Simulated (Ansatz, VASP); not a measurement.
# W (dimer W chain) in two plane-wave programs

One calculation is typed for both programs; each brings its own data sets. How far apart do they land? The cell is taken from a series of runs on this material, whose earlier steps may have relaxed, scaled, displaced or heated it; both programs get it as it stands.

Program: Ansatz 0.2.0. Level of theory: plane waves, with VASP 6.6.1 beside it; single point at PBE, single point at RPBE and single point at PBEsol. Results are calculated unless marked as measured.

## 1. Set-up

The cell holds 2 atoms: 2 W. Cell: a = 7.500 Å, b = 7.500 Å, c = 4.831 Å, α = 90.0°, β = 90.0°, γ = 90.0°. Vacuum lies along a and b. The structure's axis is c.

## 2. Ansatz: single point, PBE

Ansatz runs on its default PAW (the set named soft_2) files.

A single point gives forces, pressure and levels at one fixed geometry, so differences don't come from the geometry; what else differs is listed under the comparison.

Input file input.yaml:

```yaml
crystal:
  lattice:
    - [7.5, 0.0, 0.0]
    - [0.0, 7.5, 0.0]
    - [0.0, 0.0, 4.8310629836]
  atoms:
    - { symbol: W, position: [0.5, 0.5, 0.018049049] }
    - { symbol: W, position: [0.5, 0.5, 0.431950951] }
kpoints:
  mp_grid: { grid: [1, 1, 17] }
  band_path: { path: ["Γ", Z], npoints: 60 }
scf:
  occupations: { method: fermi_dirac, width: 0.05 }
hamiltonian:
  xc: pbe
output:
  transmission:
    e_range: [-2, 2]
    de: 0.035
    kmesh: [1, 1]
    reduced_basis: true
    leads: [[0, 0]]
  dos: { projected: true, e_range: [-6, 4] }
  write_potential: true
  write_density: true
  volumetric_format: npy
  elf: true
```

Run with:

```bash
ansatz run input.yaml --threads 4 --pin off --max-ram 8192MiB --backend cpu --events-out ev --progress --plain --runs-dir out
```

Numbers of over 12 decimals in the logs are rounded to 6 here.

Output:

```text
Engine: ansatz 0.2.0, aarch64-unknown-linux-gnu
Pseudopotentials: kind: paw
Pseudopotential: W, paw, valence charge 14, recommended cutoff 420 eV (normal), W.paw.azcp
Functional definition: PBE
  parameter kappa = 0.804
  parameter beta = 0.066725
  exchange = pbe_x(kappa = kappa, mu = beta*pi^2/3)
  correlation = pbe_c(beta = beta)
Crystal: 2 atoms, lattice volume = 271.747 Å³
Basis set: ecut = 420 eV, 5281 PW (Γ)
Bands: 18, of which v1, the nominal top of the filled ones, is band 14 counted from 1 (13 counted from 0)
Symmetry: 16 space group operations
Space group: P4/mmm (ITA 123), of the structure as read, at distance tolerance 6.5e-5 Å
k-points: 9 of 17
Non-local potential: W, projectors of the file, l = 0: 3, l = 1: 2, l = 2: 2, l = 3: 1
PAW form: soft (Blöchl's): semilocal exchange-correlation on the pseudo side does not see the compensation charge
PAW one-centre angular grid: W, 590 points (default); XC on 64 Gauss nodes
Initial density: superposition of atomic densities (neutral atoms: chi_scale 0, normalization atom), corrected by the library's trained network
Initial wavefunctions: pseudopotential atomic-orbital guess
Functional: x = pbe(κ = 0.804, μ = 0.219515), c = pbe(β = 0.066725)
SCF iter   1: F=—  HF=-20759.052424 eV  |F-HF|=—  |Δ(HF+E_count)|=         —  Δρ=1.68e-2  dr2=6.58e-1  ethr=1.77e-3  ⟨swp⟩=6.7  Hψ=781  notcnv=0
preconditioner: auto → Resta (q_TF=auto, 1.868 Å⁻¹)  ε∞=6.4  [insulator: Δε(μ)=1.014 eV  Ē_g=3.360 eV  σ=0.050 eV  W_gap=1.00  n_scr=30 (ndim 8)  ℏωp=7.8 eV  f_vac=0.629  D(μ)=0.00/eV (n_scr^D=0)  ε∞_Penn≈6.4  vacuum switching on, ρ_ref=8.2e-4 e/Å³]
SCF iter   2: F=—  HF=-20758.890364 eV  |F-HF|=—  |Δ(HF+E_count)|=   1.62e-1  Δρ=8.16e-3  dr2=1.47e-1  ethr=1.77e-3  ⟨swp⟩=2.6  Hψ=299  notcnv=0
SCF iter   3: F=—  HF=-20758.900911 eV  |F-HF|=—  |Δ(HF+E_count)|=   1.05e-2  Δρ=1.03e-3  dr2=4.64e-3  ethr=5.26e-4  ⟨swp⟩=2.4  Hψ=284  notcnv=0
SCF iter   4: F=—  HF=-20758.907735 eV  |F-HF|=—  |Δ(HF+E_count)|=   6.82e-3  Δρ=2.59e-4  dr2=5.91e-4  ethr=1.66e-5  ⟨swp⟩=2.2  Hψ=315  notcnv=0
SCF iter   5: F=—  HF=-20758.908399 eV  |F-HF|=—  |Δ(HF+E_count)|=   6.64e-4  Δρ=7.50e-5  dr2=3.59e-5  ethr=2.11e-6  ⟨swp⟩=2.0  Hψ=210  notcnv=0
SCF iter   6: F=—  HF=-20758.908237 eV  |F-HF|=—  |Δ(HF+E_count)|=   1.61e-4  Δρ=2.60e-5  dr2=6.03e-6  ethr=1.28e-7  ⟨swp⟩=2.4  Hψ=249  notcnv=0
SCF iter   7: F=—  HF=-20758.908237 eV  |F-HF|=—  |Δ(HF+E_count)|=   7.97e-8  Δρ=9.92e-6  dr2=4.29e-7  ethr=2.15e-8  ⟨swp⟩=2.3  Hψ=235  notcnv=0
SCF iter   8: F=-20758.908238 eV  HF=-20758.908238 eV  |F-HF|=8.57e-9  |Δ(HF+E_count)|=   7.68e-8  Δρ=2.53e-6  dr2=3.13e-8  ethr=3.57e-10  ⟨swp⟩=4.9  Hψ=536  notcnv=0
SCF 1 converged in 8 iterations: F = -20758.908238 eV  dr2 = 3.13e-8
  greatest PAW one-centre occupation: 0.999 electrons in one spin orbital (limit 2), on the W atom at site 1 (counted from 0), in its partial waves of l = 0
NSCF: frozen V_eff on 61 k-points
transmission: 6 of 36 steps passed
transmission: 12 of 36 steps passed
[...]
transmission: 36 of 36 steps passed
WARN: The output density's exchange-correlation potential varies sharply where the density is thin. Do not read a vacuum level from v_tot or v_xc, or from such a field of the output density. On a cell that repeats whose density bears no net charge and no dipole along the vacuum's axis use v_es (v_loc + v_h of the components); under efield.dipole_correction with no amplitude use v_es + v_field, which holds any externa [...]
Second SCF, for the conductance: iteration 1, dr2 4.636e-7 eV
Second SCF, for the conductance: iteration 2, dr2 9.715e-8 eV
Second SCF, for the conductance: iteration 3, dr2 3.006e-9 eV
transmission: 6 of 36 steps passed
transmission: 12 of 36 steps passed
[...]
transmission: 36 of 36 steps passed
SCF converged after 8 iterations
Free energy (F): -20758.908238 eV
Harris-Foulkes:  -20758.908238 eV  (|F-HF|=8.57e-9)
Internal energy: -20758.907687 eV  (E = F + TS)
E sigma→0 (E₀):  -20758.907962 eV
Entropy (-TS):   -0.000551 eV (-0.275 meV/atom)
Fermi energy:    -0.964809 eV
--- Per-component energies (eV) ---
  E_band       = -800.164128
  E_kinetic    = 898.690756
  E_local      = -5822.044979  (includes V_loc(G=0)·N_el)
  E_nonlocal   = 14.907523
  E_hartree    = 2414.008074
  E_xc         = -524.379450
  E_vxc        = -464.786164  (∫ρ·V_xc dr)
  E_paw        = -17129.315264  (= ΣΔE_a)
  E_vpaw       = -254.952089  (= ΣTr[D̂ρ^β])
  E_aug_tail   = -0.000126  (compensation charges beyond the density's cutoff)
  E_ewald      = -610.774220
  E_smearing   = -0.000551  (= −TS)
  E_closure    = -0.000000  (closes the sum)
  Σ components = -20758.908238   (vs F -20758.908238, Δ=0.00e0)
--- Band table (eV; the first three rows and the last of 9) ---
  k-point 0: bands = [... 10 lower, -4.2591, -3.3637, -1.7196, -1.6877, 0.9087, 0.9136, 0.9347, 0.9347]
  k-point 1: bands = [... 10 lower, -4.2325, -3.3484, -1.7092, -1.6776, 0.8883, 0.8939, 0.9194, 0.9194]
  k-point 2: bands = [... 10 lower, -4.1540, -3.3032, -1.6786, -1.6479, 0.8293, 0.8371, 0.8432, 0.8687]
  k-point 8: bands = [... 10 lower, -2.7630, -2.2033, -1.3267, -1.3084, -0.6709, -0.2061, -0.2061, 0.2408]
--- Transmission ---
  basis      : 497 plane waves across, 6 finite elements along
  points     : 1, standing for a mesh of 1 x 1
  filling    : by a second SCF (3 iterations) under fermi_dirac of width 0.025852 eV on a mesh of 1 x 1 x 24, whose Fermi level is -0.982310 eV
  energies   : 115 from -2.000000 to 1.990000 eV about the Fermi level, 0.035000 eV apart; the leads are filled to 0.000000 eV, and channels, transmission and decay are at -0.005000 eV
  crystal 0  : W2, at the sites [0, 0], period 4.8311 Å: whole cells are its period
    offset         : up to 0.0000 Å between an atom of the period and one for which it stands
    filled         : 0.3 meV under the level at which it is neutral
    channels       : 0.000000e0 a spin
    conductance    : 2.4720e9 S/m² at 300 K; may be off by some 0.4 % by where its bands' edges are placed, 0.4 % from the distance to neutral
    slowest decay  : 0.1100 /Å at (0.0000, 0.0000)
```

## 3. VASP: single point, PBE

The same cell, functional, mesh and smearing now go to VASP, with its own data sets.

Lines of VASP's logs that name or quote its potential files are left out, and so is its time.

Input file INCAR:

```
SYSTEM = W
PREC = Accurate
ENCUT = 520
EDIFF = 1E-06
NELM = 120
ISMEAR = -1
SIGMA = 0.05
LREAL = .FALSE.
ALGO = Normal
GGA = PE
NBANDS = 12
LASPH = .TRUE.
LORBIT = 11
LWAVE = .FALSE.
LCHARG = .FALSE.
ISIF = 2
GGA_COMPAT = .FALSE.
EFERMI = MIDGAP
KPAR = 2
```

Input file POSCAR:

```
W
1.0
    7.5000000000      0.0000000000      0.0000000000
    0.0000000000      7.5000000000      0.0000000000
    0.0000000000      0.0000000000      4.8310629836
W
2
Direct
    0.5000000000      0.5000000000      0.0180490490
    0.5000000000      0.5000000000      0.4319509510
```

Input file KPOINTS:

```
Automatic mesh
0
Gamma
1 1 17
0 0 0
```

PAW data sets: W (PBE family, release 64).

Run with:

```bash
mpirun -np 2 vasp_std
```

Output:

```text
[banner, memory and clock lines left out]
running    2 mpi-ranks, on    1 nodes
 distrk:  each k-point on    1 cores,    2 groups
 distr:  one band on    1 cores,    1 groups

 POSCAR found type information on POSCAR W
 POSCAR found :  1 types and       2 ions
 LDA part: xc-table for (Slater+PW92), standard interpolation
 POSCAR, INCAR and KPOINTS ok, starting setup
 FFT: planning ... GRIDC
 FFT: planning ... GRID_SOFT
 FFT: planning ... GRID
 WAVECAR not read
 entering main loop
       N       E                     dE             d eps       ncg     rms          rms(c)
DAV:   1     0.498234515084E+02    0.49823E+02   -0.33053E+03   216   0.657E+02
DAV:   2    -0.671832115002E+01   -0.56542E+02   -0.53462E+02   408   0.917E+01
DAV:   3    -0.166386919291E+02   -0.99204E+01   -0.93748E+01   268   0.510E+01
DAV:   4    -0.170322019491E+02   -0.39351E+00   -0.38112E+00   304   0.110E+01
DAV:   5    -0.170434987345E+02   -0.11297E-01   -0.11286E-01   340   0.162E+00    0.129E+01
DAV:   6    -0.161205553136E+02    0.92294E+00   -0.23482E+00   252   0.638E+00    0.772E+00
DAV:   7    -0.160130731576E+02    0.10748E+00   -0.39490E-01   260   0.276E+00    0.194E+00
DAV:   8    -0.160051139281E+02    0.79592E-02   -0.27750E-02   220   0.105E+00    0.155E-01
DAV:   9    -0.160052934448E+02   -0.17952E-03   -0.13718E-03   312   0.179E-01    0.686E-02
DAV:  10    -0.160056449491E+02   -0.35150E-03   -0.11792E-03   312   0.137E-01    0.280E-02
DAV:  11    -0.160059315230E+02   -0.28657E-03   -0.17343E-04   216   0.960E-02    0.149E-02
DAV:  12    -0.160059801943E+02   -0.48671E-04   -0.38739E-05   224   0.334E-02    0.994E-03
DAV:  13    -0.160060244188E+02   -0.44225E-04   -0.33530E-05   216   0.392E-02    0.276E-03
DAV:  14    -0.160060252413E+02   -0.82246E-06   -0.19018E-06   240   0.110E-02
   1 F= -.16006025E+02 E0= -.16005234E+02  d E =-.158229E-02
```

From OUTCAR (step 3):

```text
ion  position               nearest neighbor table
   1  0.500  0.500  0.018-   2 2.00   2 2.83
   2  0.500  0.500  0.432-   1 2.00   1 2.83

  LATTYP: Found a simple tetragonal cell.
 ALAT       =     7.5000000000
 C/A-ratio  =     0.6441417311

 Subroutine GETGRP returns: Found 16 space group operations
 (whereof  8 operations were pure point group operations)

The static configuration has the point symmetry C_4v.
 The point group associated with its full space group is D_4h.

 Found      9 irreducible k-points:

   k-points           NKPTS =      9   k-points in BZ     NKDIM =      9   number of bands    NBANDS=     12

   dimension x,y,z NGX =    56 NGY =   56 NGZ =   36
   dimension x,y,z NGXF=   112 NGYF=  112 NGZF=   72

   ENCUT  =  520.0 eV  38.22 Ry    6.18 a.u.  13.95 13.95  8.98*2*pi/ulx,y,z

   NELECT =      12.0000    total number of electrons

 k-points in reciprocal lattice and weights: Automatic mesh
   0.00000000  0.00000000  0.00000000       0.059
   0.00000000  0.00000000  0.05882353       0.118
   0.00000000  0.00000000  0.11764706       0.118
   0.00000000  0.00000000  0.17647059       0.118
   0.00000000  0.00000000  0.23529412       0.118
   0.00000000  0.00000000  0.29411765       0.118
   0.00000000  0.00000000  0.35294118       0.118
   0.00000000  0.00000000  0.41176471       0.118
   0.00000000  0.00000000  0.47058824       0.118

 average (electrostatic) potential at core
       1 -47.8018       2 -47.8018

 E-fermi :  -2.7462

 k-point     1 :       0.0000    0.0000    0.0000
  band No.  band energies     occupation
    ...
      2      -6.0002      2.00000
      3      -6.0002      2.00000
      4      -5.0864      2.00000
      5      -3.4402      2.00000
      6      -3.4080      2.00000
      7      -0.8022      0.00000
      8      -0.8022      0.00000
      9      -0.8017      0.00000
     10      -0.7969      0.00000
     11      -0.6437      0.00000
    ...

 k-point     2 :       0.0000    0.0000    0.0588
  band No.  band energies     occupation
    ...
      2      -5.9738      2.00000
      3      -5.9738      2.00000
      4      -5.0710      2.00000
      5      -3.4297      2.00000
      6      -3.3979      2.00000
      7      -0.8221      0.00000
      8      -0.8176      0.00000
      9      -0.8176      0.00000
     10      -0.8165      0.00000
     11      -0.7138      0.00000
    ...

 k-point     3 :       0.0000    0.0000    0.1176
  band No.  band energies     occupation
    ...
      2      -5.8958      2.00000
      3      -5.8958      2.00000
      4      -5.0256      2.00000
      5      -3.3990      2.00000
      6      -3.3680      1.99999
      7      -0.9047      0.00000
      8      -0.8811      0.00000
      9      -0.8732      0.00000
     10      -0.8687      0.00000
     11      -0.8687      0.00000
    ...

  Total       -0.4100501     -0.4100501    -10.1170036      0.0000000     -0.0000000      0.0000000
  in kB       -2.4175877     -2.4175877    -59.6481888      0.0000000     -0.0000000      0.0000000
  external PRESSURE =     -21.4944548 kB  Pullay stress =       0.0000000 kB

  energy-cutoff  :      520.00
  volume of cell :      271.75
      direct lattice vectors                 reciprocal lattice vectors
     7.500000000  0.000000000  0.000000000     0.133333333  0.000000000  0.000000000
     0.000000000  7.500000000  0.000000000     0.000000000  0.133333333  0.000000000
     0.000000000  0.000000000  4.831062984     0.000000000  0.000000000  0.206993782

 POSITION                                       TOTAL-FORCE (eV/Angst)
 -----------------------------------------------------------------------------------
      3.75000      3.75000      0.08720         0.000000     -0.000000      4.985923
      3.75000      3.75000      2.08678         0.000000      0.000000     -4.985923
 -----------------------------------------------------------------------------------
    total drift:                                0.000000     -0.000000     -0.000001

  FREE ENERGIE OF THE ION-ELECTRON SYSTEM (eV)
  ---------------------------------------------------
  free  energy   TOTEN  =       -16.0060252413 eV

  energy  without entropy=      -16.0044429470  energy(sigma->0) =      -16.00523409

 total charge
# of ion       s       p       d       tot
------------------------------------------
    1        0.578   0.143   4.534   5.255
    2        0.578   0.143   4.534   5.255
--------------------------------------------------
tot          1.155   0.286   9.068  10.510

[... 3 further parts left out ...]
```

The data set W keeps the semicore shell frozen, which is cheaper and a little less accurate.

## 4. Comparison

Known differences besides the potentials themselves: the data sets hold 28 valence electrons in Ansatz (on its default PAW (the set named soft_2) files) and 12 in VASP; the cutoff is 420 eV in Ansatz and 520 eV in VASP. Total energies have different zeros and are not compared.

Compared:

```
              quantity  Ansatz   VASP  difference
gap on the k mesh (eV)   0.637  0.510      +0.127
```

A gap on the mesh is an upper bound, since the band edges may lie between its points; neither run holds spin-orbit coupling, which can move the band edges of a compound of W.

## 5. What the set-up changes

Further runs change the set-up of one program: Ansatz's method, potentials or start, or VASP's data sets, cutoff or form of LDA. The table gives that difference for each run.

```
                                                run  gap on the k mesh (eV)
                                           as above                    0.13
VASP with the data sets W_sv and a cutoff of 400 eV                   0.068
```

## 6. VASP: single point, RPBE

A single point gives forces, pressure and levels at one fixed geometry, so differences don't come from the geometry; what else differs is listed under the comparison. The cell compared in this pair holds 274.22 Å³, against 271.75 Å³ for the pair before.

Edit INCAR of step 3 so:

```diff
@@ -9,3 +9,3 @@
 ALGO = Normal
-GGA = PE
+GGA = RP
 NBANDS = 12
```

Input file POSCAR:

```
W
1.0
    7.5000000000      0.0000000000      0.0000000000
    0.0000000000      7.5000000000      0.0000000000
    0.0000000000      0.0000000000      4.8750194011
W
2
Direct
    0.5000000000      0.5000000000      0.9305385880
    0.5000000000      0.5000000000      0.5194614120
```

KPOINTS is that of step 3.

Run with:

```bash
mpirun -np 2 vasp_std
```

Output:

```text
[banner, memory and clock lines left out]
running    2 mpi-ranks, on    1 nodes
[...]
|                                                                             |
|               ----> ADVICE to this user running VASP <----                  |
|                                                                             |
|     You enforced a specific xc type in the INCAR file but a different       |
|     [... a line on the potential file left out ...]
|     I HOPE YOU KNOW WHAT YOU ARE DOING!                                     |
|                                                                             |

 LDA part: xc-table for (Slater+PW92), standard interpolation
 POSCAR, INCAR and KPOINTS ok, starting setup
[...]
entering main loop
       N       E                     dE             d eps       ncg     rms          rms(c)
DAV:   1     0.505166774348E+02    0.50517E+02   -0.32665E+03   216   0.661E+02
DAV:   2    -0.694292494110E+01   -0.57460E+02   -0.55001E+02   420   0.855E+01
DAV:   3    -0.161830749985E+02   -0.92402E+01   -0.88693E+01   280   0.496E+01
DAV:   4    -0.164524178095E+02   -0.26934E+00   -0.26301E+00   300   0.951E+00
[...]
DAV:  13    -0.154373829199E+02    0.34281E-04   -0.77994E-05   220   0.674E-02    0.375E-03
DAV:  14    -0.154373815170E+02    0.14029E-05   -0.58170E-06   232   0.193E-02    0.224E-03
DAV:  15    -0.154373817009E+02   -0.18383E-06   -0.25825E-06   224   0.115E-02
   1 F= -.15437382E+02 E0= -.15435794E+02  d E =-.317562E-02
```

Parts of OUTCAR (step 6):

```text
  Total       -0.4156042     -0.4156042     -9.8504843      0.0000000      0.0000000     -0.0000000
  in kB       -2.4282401     -2.4282401    -57.5531754      0.0000000      0.0000000     -0.0000000
  external PRESSURE =     -20.8032185 kB  Pullay stress =       0.0000000 kB

 POSITION                                       TOTAL-FORCE (eV/Angst)
 -----------------------------------------------------------------------------------
      3.75000      3.75000      4.53639         0.000000     -0.000000     -4.860828
      3.75000      3.75000      2.53238         0.000000      0.000000      4.860828
 -----------------------------------------------------------------------------------
    total drift:                                0.000000     -0.000000     -0.000001

  FREE ENERGIE OF THE ION-ELECTRON SYSTEM (eV)
  ---------------------------------------------------
  free  energy   TOTEN  =       -15.4373817009 eV

  energy  without entropy=      -15.4342060805  energy(sigma->0) =      -15.43579389

[... 1 part as in an earlier step ...]

[... 2 further parts left out ...]
[key lines of the parts left out:]
E-fermi :  -2.6959
```

## 7. Ansatz: single point, RPBE

The same cell, functional, mesh and smearing now go to Ansatz, which takes its cutoff from its data sets.

The cell is taken from a series of runs on this material, whose earlier steps may have relaxed, scaled, displaced or heated it; both programs get it as it stands.

input.yaml, the sections that differ from step 2:

```yaml
crystal:
  lattice:
    - [7.5, 0.0, 0.0]
    - [0.0, 7.5, 0.0]
    - [0.0, 0.0, 4.8750194011]
  atoms:
    - { symbol: W, position: [0.5, 0.5, 0.930538588] }
    - { symbol: W, position: [0.5, 0.5, 0.519461412] }
hamiltonian:
  xc: rpbe
output:
  transmission:
    e_range: [-2, 2]
    de: 0.035
    kmesh: [1, 1]
    reduced_basis: true
    leads: [[0, 0]]
  dos: { projected: true, e_range: [-6, 4] }
# kpoints, scf: as in step 2
```

Run with:

```bash
ansatz run input.yaml --threads 4 --pin off --max-ram 8192MiB --backend cpu --events-out ev --progress --plain --runs-dir out
```

Output:

```text
[...]
Crystal: 2 atoms, lattice volume = 274.220 Å³
Basis set: ecut = 420 eV, 5353 PW (Γ)
Bands: 18, of which v1, the nominal top of the filled ones, is band 14 counted from 1 (13 counted from 0)
Symmetry: 16 space group operations
[...]
k-points: 9 of 17
[...]
k-point 8: bands = [... 10 lower, -2.6708, -2.1211, -1.2463, -1.2277, -0.6972, -0.0599, -0.0599, 0.3427]
--- Transmission ---
  basis      : 497 plane waves across, 6 finite elements along
  points     : 1, standing for a mesh of 1 x 1
[...]
crystal 0  : W2, at the sites [0, 0], period 4.8750 Å: whole cells are its period
[...]
filled         : 0.3 meV over the level at which it is neutral
    channels       : 0.000000e0 a spin
[...]
slowest decay  : 0.0779 /Å at (0.0000, 0.0000)
[key lines of the parts left out:]
SCF converged after 8 iterations
Free energy (F): -20784.931704 eV
Fermi energy:    -0.935122 eV
```

## 8. Comparison

What differs besides the data sets and the points named for the pairs above, as far as they apply: the data sets hold 28 valence electrons in Ansatz (on its default PAW (the set named soft_2) files) and 12 in VASP; Ansatz makes its cores anew for this functional, VASP keeps those of its PBE data sets. Total energies have different zeros and are not compared.

Both answers:

```
              quantity  Ansatz   VASP  difference
gap on the k mesh (eV)   0.530  0.427      +0.103
```

A gap on the mesh is an upper bound, since the band edges may lie between its points; neither run holds spin-orbit coupling, which can move the band edges of a compound of W.

[end of part 1 of 2]

[Lines on the potential files, build, host, timing and source positions are cut from VASP's logs without a mark.]

[Logs are printed without paths, hosts, clocks, repeated set-up lines and the standing remarks that a program may print on its own settings, such as how far it seeks lower states.]

[Hosts, paths, dates, database ids (printed as entryN), source tags and the programs' standing remarks are cut or masked in the printed files.]
